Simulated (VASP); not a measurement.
A convergence study with VASP on Y (hcp): one setting is varied, all else stays as given below, so the limit is that of these other settings.

```
Y
1.0
    1.82500    -3.16099     0.00000
    1.82500     3.16099     0.00000
    0.00000     0.00000     5.73000
Y
2
Direct
  0.33333   0.66667   0.25000
  0.66667   0.33333   0.75000
```

All values below come from PBE GGA, VASP's PBE PAW potentials (set 64) (plane waves; VASP 6.6.1). The tightest run used: 550 eV cut-off, 17×17×9 Monkhorst-Pack mesh, first-order Methfessel-Paxton smearing of 0.10 eV, potentials Y_sv.

Problem. The settings run are 1×1×1 mesh; 2×2×1 mesh; 3×3×2 mesh; 4×4×2 mesh; 5×5×3 mesh; 6×6×3 mesh; 7×7×4 mesh; 8×8×4 mesh; 9×9×5 mesh; 10×10×5 mesh; 11×11×6 mesh; 12×12×6 mesh; 13×13×7 mesh; 14×14×8 mesh; 15×15×8 mesh; 16×16×9 mesh; 17×17×9 mesh. From which on does the energy per atom stay within 0.005 eV/atom of the tightest run?

Solution. From 7×7×4 mesh on: it is off by 0.0042 there and by no more than 0.005 in any finer run, while 6×6×3 mesh is off by 0.0104.
```json
[
 {"setting": "1×1×1 mesh", "E (eV/atom)": "-7.7161", "pressure (GPa)": "13.98", "irreducible k-points": "1", "difference judged (eV/atom)": "1.2844"},
 {"setting": "2×2×1 mesh", "E (eV/atom)": "-6.3540", "pressure (GPa)": "-0.95", "irreducible k-points": "2", "difference judged (eV/atom)": "0.0777"},
 {"setting": "3×3×2 mesh", "E (eV/atom)": "-6.4274", "pressure (GPa)": "-1.07", "irreducible k-points": "3", "difference judged (eV/atom)": "0.0043"},
 {"setting": "4×4×2 mesh", "E (eV/atom)": "-6.4374", "pressure (GPa)": "-0.57", "irreducible k-points": "6", "difference judged (eV/atom)": "0.0057"},
 {"setting": "5×5×3 mesh", "E (eV/atom)": "-6.4082", "pressure (GPa)": "-0.22", "irreducible k-points": "10", "difference judged (eV/atom)": "0.0235"},
 {"setting": "6×6×3 mesh", "E (eV/atom)": "-6.4213", "pressure (GPa)": "-0.63", "irreducible k-points": "24", "difference judged (eV/atom)": "0.0104"},
 {"setting": "7×7×4 mesh", "E (eV/atom)": "-6.4275", "pressure (GPa)": "-0.42", "irreducible k-points": "16", "difference judged (eV/atom)": "0.0042"},
 {"setting": "8×8×4 mesh", "E (eV/atom)": "-6.4292", "pressure (GPa)": "-0.47", "irreducible k-points": "40", "difference judged (eV/atom)": "0.0025"},
 {"setting": "9×9×5 mesh", "E (eV/atom)": "-6.4310", "pressure (GPa)": "-0.35", "irreducible k-points": "36", "difference judged (eV/atom)": "0.0007"},
 {"setting": "10×10×5 mesh", "E (eV/atom)": "-6.4293", "pressure (GPa)": "-0.34", "irreducible k-points": "90", "difference judged (eV/atom)": "0.0024"},
 {"setting": "11×11×6 mesh", "E (eV/atom)": "-6.4295", "pressure (GPa)": "-0.27", "irreducible k-points": "48", "difference judged (eV/atom)": "0.0022"},
 {"setting": "12×12×6 mesh", "E (eV/atom)": "-6.4296", "pressure (GPa)": "-0.30", "irreducible k-points": "126", "difference judged (eV/atom)": "0.0021"},
 {"setting": "13×13×7 mesh", "E (eV/atom)": "-6.4301", "pressure (GPa)": "-0.31", "irreducible k-points": "84", "difference judged (eV/atom)": "0.0016"},
 {"setting": "14×14×8 mesh", "E (eV/atom)": "-6.4311", "pressure (GPa)": "-0.31", "irreducible k-points": "224", "difference judged (eV/atom)": "0.0006"},
 {"setting": "15×15×8 mesh", "E (eV/atom)": "-6.4314", "pressure (GPa)": "-0.31", "irreducible k-points": "108", "difference judged (eV/atom)": "0.0003"},
 {"setting": "16×16×9 mesh", "E (eV/atom)": "-6.4318", "pressure (GPa)": "-0.33", "irreducible k-points": "360", "difference judged (eV/atom)": "0.0001"},
 {"setting": "17×17×9 mesh", "E (eV/atom)": "-6.4317", "pressure (GPa)": "-0.33", "irreducible k-points": "165", "difference judged (eV/atom)": "0.0000"}
]
```

Left out are rungs that failed or repeat a setting and relaxations that didn't move; long series are thinned to 24 rows.

The compound is Y in the hcp structure. The cell was not relaxed at this level.
